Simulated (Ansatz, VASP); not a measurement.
**One calculation of Mn3TlGa, two programs**

```xyz
10
Lattice="0.0000 6.0100 0.0000 6.0100 0.0000 0.0000 3.0050 3.0050 -4.5064" Properties=species:S:1:pos:R:3 pbc="T T T"
Tl    3.0050    6.0100   -2.2532
Tl    6.0100    3.0050   -2.2532
Mn    1.2020    4.2070    0.0000
Mn    1.8030    1.2020    0.0000
Mn    4.8080    1.8030    0.0000
Mn    4.2070    4.8080    0.0000
Mn    3.0050    3.0050   -2.2532
Mn    6.0100    6.0100   -2.2532
Ga    0.0000    0.0000    0.0000
Ga    3.0050    3.0050    0.0000
```

The cell was built by a generator and needn't be a form met in nature.

Alike in both runs: task single point; functional r2SCAN; k mesh 4 × 4 × 4; occupations tetrahedron; no spin polarisation.

|  | VASP | Ansatz |
| --- | --- | --- |
| version | VASP 6.6.1 | Ansatz 0.2.0 |
| potentials or method | VASP PAW PBE potentials, release 64 (Tl_d, Mn_pv, Ga_d) | PAW plane waves |
| plane-wave cutoff (eV) | 520 | 500 |
| valence electrons in the cell | 130 | 142 |

```tsv
	VASP	Ansatz	Ansatz less VASP
gap on the k mesh at the Fermi level (eV)	none	none	-
pressure (GPa)	-0.3	-0.7	-0.40
largest component of the traceless stress (GPa)	4.14	4.05	-0.091
rms of the force components (eV/Å)	0.272	0.267	-0.0046
```

A gap of «none» marks a metal or a gap that the smearing closes. With one functional, cell and mesh, what is left measures potentials, basis and numerics. The two sets of potentials don't hold the same shells in valence. Ansatz warned: «band_table_not_solved_further».

Caveats: the PAW data sets were made with another functional, which shifts forces and pressure a little (VASP); tetrahedron occupations give inexact forces and stress in metals. Spin-orbit coupling is left out, which matters for the levels of Tl. Spin polarisation is off, so any magnetic state and its effect on volume and gap are missing.
